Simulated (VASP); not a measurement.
Given:

```yaml
crystal:
  lattice:
    - [0.00000, 2.41453, 2.41453]
    - [2.41453, 0.00000, 2.41453]
    - [2.41453, 2.41453, 0.00000]
  atoms:
    - { symbol: Na, position: [0.00000, 0.00000, 0.00000] }
    - { symbol: H, position: [0.50000, 0.50000, 0.50000] }
```

Level of theory: PW91 GGA, VASP's PBE PAW potentials (set 64) (plane waves; VASP). Numerical set-up: 520 eV cut-off, Gaussian smearing of 0.050 eV, potentials Na_pv H.

Task: Estimate the band gap (along the path) with the smallest direct gap where there is one.

Result: 
```
Property                               Result
------------------------------------  -------
band gap (along the path)             3.81 eV
smallest direct gap (along the path)  4.66 eV
```

The compound is NaH in the rock salt structure. It was relaxed first.
